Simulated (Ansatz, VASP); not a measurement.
# Cross-check of CdAu between VASP and Ansatz

Wanted: the spread between two codes on one cell, functional and k mesh. The structure shown is the end of the VASP relaxation below.

Calculated with Ansatz 0.2.0; plane waves, with VASP 6.6.1 beside it; single point at PBEsol and band structure at PBEsol.

## 1. Starting point

The cell holds 12 atoms: 6 Cd and 6 Au. Its edges and angles: a = 3.154 Å, b = 4.864 Å, c = 26.911 Å, α = 90.0°, β = 90.0°, γ = 90.0°. It derives from CdAu. The (1 0 0) slab of CdAu, cut from the database cell (so at first; earlier steps may have moved the atoms). Vacuum lies along c.

Coordinates:

```cif
data_structure
_symmetry_space_group_name_H-M 'P 1'
_symmetry_Int_Tables_number 1
_cell_length_a 3.1540
_cell_length_b 4.8644
_cell_length_c 26.9112
_cell_angle_alpha 90.000
_cell_angle_beta 90.000
_cell_angle_gamma 90.000
_cell_volume 412.88
loop_
_atom_site_label
_atom_site_type_symbol
_atom_site_fract_x
_atom_site_fract_y
_atom_site_fract_z
_atom_site_occupancy
Cd1 Cd 0.00000 0.31200 0.27869 1
Cd2 Cd 0.00000 0.68800 0.36722 1
Cd3 Cd 0.00000 0.31200 0.45574 1
Cd4 Cd 0.00000 0.70735 0.54420 1
Cd5 Cd 0.00000 0.29428 0.63247 1
Cd6 Cd 0.00000 0.69901 0.72532 1
Au7 Au 0.50000 0.81200 0.27869 1
Au8 Au 0.50000 0.18800 0.36722 1
Au9 Au 0.50000 0.81200 0.45574 1
Au10 Au 0.50000 0.19976 0.54420 1
Au11 Au 0.50000 0.79619 0.63312 1
Au12 Au 0.50000 0.19946 0.71973 1
```

## 2. VASP: relaxation, PBEsol

This run makes the geometry at which the two programs are then compared.

Lines of VASP's logs that name or quote its potential files are left out, and so is its time.

The input, INCAR:

```
SYSTEM = CdAu
PREC = Normal
ENCUT = 300
EDIFF = 1E-05
NELM = 120
ISMEAR = 1
SIGMA = 0.1
LREAL = .FALSE.
ALGO = Fast
GGA = PS
NBANDS = 85
LORBIT = 11
LWAVE = .FALSE.
LCHARG = .FALSE.
KPAR = 2
IBRION = 2
NSW = 40
ISIF = 2
EDIFFG = -0.03
POTIM = 0.4
MAXMIX = 40
IDIPOL = 3
LDIPOL = .TRUE.
DIPOL = 0.5 0.5 0.5
```

The input, POSCAR:

```
CdAu
1.0
    3.1540000000      0.0000000000      0.0000000000
    0.0000000000      4.8644000000      0.0000000000
    0.0000000000      0.0000000000     26.9112500000
Cd Au
6 6
Selective dynamics
Direct
    0.0000000000      0.3120000000      0.2786938500  F F F
    0.0000000000      0.6880000000      0.3672163100  F F F
    0.0000000000      0.3120000000      0.4557387700  F F F
    0.0000000000      0.6880000000      0.5442612300  T T T
    0.0000000000      0.3120000000      0.6327836900  T T T
    0.0000000000      0.6880000000      0.7213061500  T T T
    0.5000000000      0.8120000000      0.2786938500  F F F
    0.5000000000      0.1880000000      0.3672163100  F F F
    0.5000000000      0.8120000000      0.4557387700  F F F
    0.5000000000      0.1880000000      0.5442612300  T T T
    0.5000000000      0.8120000000      0.6327836900  T T T
    0.5000000000      0.1880000000      0.7213061500  T T T
```

The input, KPOINTS:

```
Automatic mesh
0
Gamma
6 4 1
0 0 0
```

The projector-augmented-wave data sets are Cd and Au (PBE family, release 64).

Launch:

```
> mpirun -np 2 vasp_std
```

Numbers of over 12 decimals in the logs are rounded to 6 here.

What it wrote:

```text
[banner, memory and clock lines left out]
running    2 mpi-ranks, on    1 nodes
 distrk:  each k-point on    1 cores,    2 groups
 distr:  one band on    1 cores,    1 groups

 POSCAR found type information on POSCAR CdAu
 POSCAR found :  2 types and      12 ions
|                                                                             |
|               ----> ADVICE to this user running VASP <----                  |
|                                                                             |
|     You enforced a specific xc type in the INCAR file but a different       |
|     [... a line on the potential file left out ...]
|     I HOPE YOU KNOW WHAT YOU ARE DOING!                                     |
|                                                                             |

 LDA part: xc-table for (Slater+PW92), standard interpolation
 POSCAR, INCAR and KPOINTS ok, starting setup
 FFT: planning ... GRIDC
 FFT: planning ... GRID_SOFT
 FFT: planning ... GRID
 WAVECAR not read
 entering main loop
       N       E                     dE             d eps       ncg     rms          rms(c)
DAV:   1     0.736863897956E+03    0.73686E+03   -0.51928E+04  2168   0.964E+02
DAV:   2    -0.429508745556E+01   -0.74116E+03   -0.71247E+03  2251   0.291E+02
DAV:   3    -0.335009384179E+02   -0.29206E+02   -0.28694E+02  2278   0.585E+01
DAV:   4    -0.338918508096E+02   -0.39091E+00   -0.38974E+00  2395   0.590E+00
DAV:   5    -0.338994209831E+02   -0.75702E-02   -0.75691E-02  2255   0.818E-01    0.200E+01
RMM:   6    -0.315962586157E+02    0.23032E+01   -0.70310E+00  2041   0.972E+00    0.137E+01
RMM:   7    -0.315668713336E+02    0.29387E-01   -0.12108E+00  2040   0.320E+00    0.581E+00
RMM:   8    -0.315943087981E+02   -0.27437E-01   -0.79162E-01  2041   0.242E+00    0.326E+00
RMM:   9    -0.313022606025E+02    0.29205E+00   -0.16668E-01  2044   0.126E+00    0.478E-01
RMM:  10    -0.313033943785E+02   -0.11338E-02   -0.11009E-02  2065   0.305E-01    0.275E-01
RMM:  11    -0.313035977066E+02   -0.20333E-03   -0.18726E-03  2070   0.120E-01    0.256E-01
RMM:  12    -0.313025027736E+02    0.10949E-02   -0.62504E-04  2040   0.801E-02    0.853E-02
RMM:  13    -0.313024869987E+02    0.15775E-04   -0.14502E-04  1877   0.347E-02    0.178E-02
RMM:  14    -0.313024992681E+02   -0.12269E-04   -0.31132E-05  1429   0.152E-02    0.762E-03
RMM:  15    -0.313025095420E+02   -0.10274E-04   -0.78845E-06  1219   0.711E-03    0.420E-03
RMM:  16    -0.313025130255E+02   -0.34835E-05   -0.26004E-06   938   0.424E-03
   1 F= -.31302513E+02 E0= -.31301407E+02  d E =-.313025E+02
[... from here on, the cycles between the ionic steps are left out ...]
   2 F= -.31312636E+02 E0= -.31311639E+02  d E =-.101232E-01
   3 F= -.31318723E+02 E0= -.31317802E+02  d E =-.162095E-01
   7 F= -.31329318E+02 E0= -.31328426E+02  d E =-.652462E-02
   8 F= -.31337666E+02 E0= -.31336586E+02  d E =-.148720E-01
   9 F= -.31338243E+02 E0= -.31337138E+02  d E =-.154495E-01
  10 F= -.31338214E+02 E0= -.31337114E+02  d E =-.154209E-01
  11 F= -.31339842E+02 E0= -.31338801E+02  d E =-.162739E-02
  12 F= -.31342605E+02 E0= -.31341716E+02  d E =-.439046E-02
  13 F= -.31343964E+02 E0= -.31343072E+02  d E =-.135898E-02
  14 F= -.31344000E+02 E0= -.31343109E+02  d E =-.139497E-02
  15 F= -.31344059E+02 E0= -.31343168E+02  d E =-.145383E-02
  16 F= -.31344033E+02 E0= -.31343142E+02  d E =-.142756E-02
  17 F= -.31344052E+02 E0= -.31343161E+02  d E =-.144684E-02
 curvature:  -0.05 expect dE=-0.103E-04 dE for cont linesearch -0.784E-07
 trial: gam= 0.72356 g(F)=  0.213E-03 g(S)=  0.000E+00 ort = 0.336E-04 (trialstep = 0.421E+01)
 search vector abs. value=  0.624E-03
 bond charge predicted
       N       E                     dE             d eps       ncg     rms          rms(c)
DAV:   1    -0.313431220289E+02    0.92548E-03   -0.32438E+00  2040   0.561E+00    0.106E-01
RMM:   2    -0.313448473891E+02   -0.17254E-02   -0.14767E-02  2036   0.525E-01    0.897E-02
RMM:   3    -0.313450464726E+02   -0.19908E-03   -0.19929E-03  2056   0.174E-01    0.836E-02
RMM:   4    -0.313451318877E+02   -0.85415E-04   -0.37035E-04  2053   0.651E-02    0.926E-02
RMM:   5    -0.313450256901E+02    0.10620E-03   -0.23734E-04  1931   0.473E-02    0.494E-02
RMM:   6    -0.313449998224E+02    0.25868E-04   -0.11329E-04  1769   0.339E-02    0.246E-02
RMM:   7    -0.313449997042E+02    0.11815E-06   -0.26791E-05  1357   0.169E-02
  18 F= -.31345000E+02 E0= -.31344124E+02  d E =-.947903E-03
 trial-energy change:   -0.000948  1 .order   -0.000738   -0.001000   -0.000477
 step:   5.1799(harm=  8.0482)  dis= 0.01117  next Energy=   -31.345057 (dE=-0.101E-02)
 reached required accuracy - stopping structural energy minimisation
```

From OUTCAR (step 2):

```text
ion  position               nearest neighbor table
   1  0.000  0.312  0.279-   7 2.90   7 2.90   7 2.90   7 2.90   8 2.92   8 2.92   2 3.00
   2  0.000  0.688  0.367-   8 2.90   8 2.90   8 2.90   8 2.90   7 2.92   9 2.92   9 2.92   7 2.92
                             1 3.00   3 3.00
   3  0.000  0.312  0.456-   9 2.90   9 2.90   9 2.90   9 2.90   8 2.92  10 2.92  10 2.92   8 2.92
                             2 3.00   4 3.00
   4  0.000  0.688  0.544-  10 2.90  10 2.90  10 2.90  10 2.90  11 2.92  11 2.92   9 2.92   9 2.92
                             5 3.00   3 3.00
   5  0.000  0.312  0.633-  11 2.90  11 2.90  11 2.90  11 2.90  10 2.92  10 2.92  12 2.92  12 2.92
                             4 3.00   6 3.00
   6  0.000  0.688  0.721-  12 2.90  12 2.90  12 2.90  12 2.90  11 2.92  11 2.92   5 3.00
   7  0.500  0.812  0.279-   1 2.90   1 2.90   1 2.90   1 2.90   2 2.92   2 2.92   8 3.00
   8  0.500  0.188  0.367-   2 2.90   2 2.90   2 2.90   2 2.90   1 2.92   3 2.92   3 2.92   1 2.92
                             9 3.00   7 3.00
   9  0.500  0.812  0.456-   3 2.90   3 2.90   3 2.90   3 2.90   2 2.92   4 2.92   4 2.92   2 2.92
                            10 3.00   8 3.00
  10  0.500  0.188  0.544-   4 2.90   4 2.90   4 2.90   4 2.90   5 2.92   5 2.92   3 2.92   3 2.92
                            11 3.00   9 3.00
  11  0.500  0.812  0.633-   5 2.90   5 2.90   5 2.90   5 2.90   4 2.92   4 2.92   6 2.92   6 2.92
                            10 3.00  12 3.00
  12  0.500  0.188  0.721-   6 2.90   6 2.90   6 2.90   6 2.90   5 2.92   5 2.92  11 3.00

  LATTYP: Found a simple orthorhombic cell.
 ALAT       =     3.1540000000
 B/A-ratio  =     1.5422954978
 C/A-ratio  =     8.5324191503

 Subroutine GETGRP returns: Found  4 space group operations
 (whereof  4 operations were pure point group operations)

The static configuration has the point symmetry C_2h.

 Found     12 irreducible k-points:

   k-points           NKPTS =     12   k-points in BZ     NKDIM =     12   number of bands    NBANDS=     85

   dimension x,y,z NGX =    14 NGY =   24 NGZ =  120
   dimension x,y,z NGXF=    28 NGYF=   48 NGZF=  240

   ENCUT  =  300.0 eV  22.05 Ry    4.70 a.u.   4.45  6.87 38.01*2*pi/ulx,y,z

   NELECT =     138.0000    total number of electrons

 k-points in reciprocal lattice and weights: Automatic mesh
   0.00000000  0.00000000  0.00000000       0.042
   0.16666667  0.00000000  0.00000000       0.083
   0.33333333  0.00000000  0.00000000       0.083
   0.50000000  0.00000000  0.00000000       0.042
   0.00000000  0.25000000  0.00000000       0.083
   0.16666667  0.25000000  0.00000000       0.167
   0.33333333  0.25000000  0.00000000       0.167
   0.50000000  0.25000000  0.00000000       0.083
   0.00000000  0.50000000  0.00000000       0.042
   0.16666667  0.50000000  0.00000000       0.083
   0.33333333  0.50000000  0.00000000       0.083
   0.50000000  0.50000000  0.00000000       0.042

 dipolmoment           0.000000      0.000000     -0.006331 electrons x Angstroem

 average (electrostatic) potential at core
       1 -40.5152       2 -40.8627       3 -40.8738       4 -40.8500       5 -40.8181
       6 -40.4541       7 -72.1393       8 -72.6869       9 -72.7226      10 -72.7342
      11 -72.6313      12 -72.1765

 E-fermi :   1.0481

 k-point     1 :       0.0000    0.0000    0.0000
  band No.  band energies     occupation
    ...
     65      -2.0251      2.00000
     66      -0.7557      2.00000
     67      -0.2464      2.00000
     68       0.1038      2.00000
     69       0.3784      2.00000
     70       1.1040      0.19808
     71       1.4338     -0.00000
     72       1.6978     -0.00000
     73       1.8552     -0.00000
     74       3.6352      0.00000
    ...

 k-point     2 :       0.1667    0.0000    0.0000
  band No.  band energies     occupation
    ...
     64      -2.1708      2.00000
     65      -1.6768      2.00000
     66      -0.1961      2.00000
     67       0.7995      2.00247
     68       1.0754      0.55626
     69       1.4435     -0.00000
     70       1.7681     -0.00000
     71       1.9950     -0.00000
     72       2.3703     -0.00000
     73       2.5138     -0.00000
    ...

 k-point     3 :       0.3333    0.0000    0.0000
  band No.  band energies     occupation
    ...
     63      -2.1095      2.00000
     64      -1.7083      2.00000
     65      -0.5203      2.00000
     66       0.9801      1.90516
     67       1.0167      1.50270
     68       1.6790     -0.00000
     69       2.5454     -0.00000
     70       2.6210     -0.00000
     71       3.0200     -0.00000
     72       3.0617      0.00000
    ...

  Total       -6.3101409     -4.3588497      0.2944068      0.0000000      0.2126114      0.0000000
  in kB      -24.4863919    -16.9144404      1.1424405      0.0000000      0.8250349      0.0000000
  external PRESSURE =     -13.4194639 kB  Pullay stress =       0.0000000 kB

  energy-cutoff  :      300.00
  volume of cell :      412.88
      direct lattice vectors                 reciprocal lattice vectors
     3.154000000  0.000000000  0.000000000     0.317057705  0.000000000  0.000000000
     0.000000000  4.864400000  0.000000000     0.000000000  0.205575199  0.000000000
     0.000000000  0.000000000 26.911250000     0.000000000  0.000000000  0.037159181

 POSITION                                       TOTAL-FORCE (eV/Angst)
 -----------------------------------------------------------------------------------
      0.00000      1.51769      7.50000         0.000000     -0.080174     -0.315270
      0.00000      3.34671      9.88225         0.000000      0.274126      0.011418
      0.00000      1.51769     12.26450         0.000000     -0.218622      0.066238
      0.00000      3.44081     14.64509         0.000000     -0.003892      0.000948
      0.00000      1.43148     17.02046         0.000000     -0.022663      0.000470
      0.00000      3.40029     19.51917         0.000000      0.026170      0.011031
      1.57700      3.94989      7.50000         0.000000     -0.048166      0.120111
      1.57700      0.91451      9.88225         0.000000     -0.044536      0.150551
      1.57700      3.94989     12.26450         0.000000      0.092271     -0.078244
      1.57700      0.97173     14.64504         0.000000      0.022567      0.008568
      1.57700      3.87297     17.03811         0.000000      0.013984      0.012057
      1.57700      0.97026     19.36881         0.000000     -0.011065      0.012123
 -----------------------------------------------------------------------------------
    total drift:                               -0.000000     -0.010157     -0.018214

  FREE ENERGIE OF THE ION-ELECTRON SYSTEM (eV)
  ---------------------------------------------------
  free  energy   TOTEN  =       -31.3449997042 eV

  energy  without entropy=      -31.3423734836  energy(sigma->0) =      -31.34412430

 reached required accuracy - stopping structural energy minimisation

 vacuum level on the upper side and lower side of the slab         5.524         5.639

 total charge
# of ion       s       p       d       tot
------------------------------------------
    1        0.499   0.287   9.481  10.267
    2        0.466   0.346   9.489  10.300
    3        0.464   0.352   9.487  10.303
    4        0.462   0.353   9.488  10.303
    5        0.463   0.347   9.490  10.300
    6        0.498   0.271   9.482  10.252
    7        0.606   0.258   8.728   9.592
    8        0.606   0.327   8.724   9.657
    9        0.602   0.342   8.715   9.659
   10        0.603   0.339   8.717   9.660
   11        0.605   0.315   8.726   9.645
   12        0.606   0.265   8.725   9.596
--------------------------------------------------
tot          6.481   3.803 109.251 119.535

[... 3 further parts left out ...]
```

CONTCAR:

```
CdAu
   1.00000000000000
     3.1539999999999999    0.0000000000000000    0.0000000000000000
     0.0000000000000000    4.8643999999999998    0.0000000000000000
     0.0000000000000000    0.0000000000000000   26.9112499999999990
  Cd              Au
     6     6
Selective dynamics
Direct
     0.0000000000000000    0.3119999999999976    0.2786938500000034   F   F   F
     0.0000000000000000    0.6880000000000024    0.3672163100000034   F   F   F
     0.0000000000000000    0.3119999999999976    0.4557387700000035   F   F   F
     0.0000000000000000    0.7073454369039334    0.5441995068250590   T   T   T
     0.0000000000000000    0.2942775216861451    0.6324664963452710   T   T   T
     0.0000000000000000    0.6990143113263961    0.7253163561796691   T   T   T
     0.5000000000000000    0.8119999999999976    0.2786938500000034   F   F   F
     0.5000000000000000    0.1880000000000024    0.3672163100000034   F   F   F
     0.5000000000000000    0.8119999999999976    0.4557387700000035   F   F   F
     0.5000000000000000    0.1997626638056076    0.5441975539923790   T   T   T
     0.5000000000000000    0.7961866973608200    0.6331221374851335   T   T   T
     0.5000000000000000    0.1994623807167893    0.7197289408821972   T   T   T
```

The run keeps the 2 symmetry operations of its start, so it cannot find a distortion of lower symmetry.

[end of part 1 of 3]

[Lines on the potential files, build, host, timing and source positions are cut from VASP's logs without a mark.]

[Logs are printed without paths, hosts, clocks, repeated set-up lines and the standing remarks that a program may print on its own settings, such as how far it seeks lower states.]

[Hosts, paths, dates, database ids (printed as entryN), source tags and the programs' standing remarks are cut or masked in the printed files.]
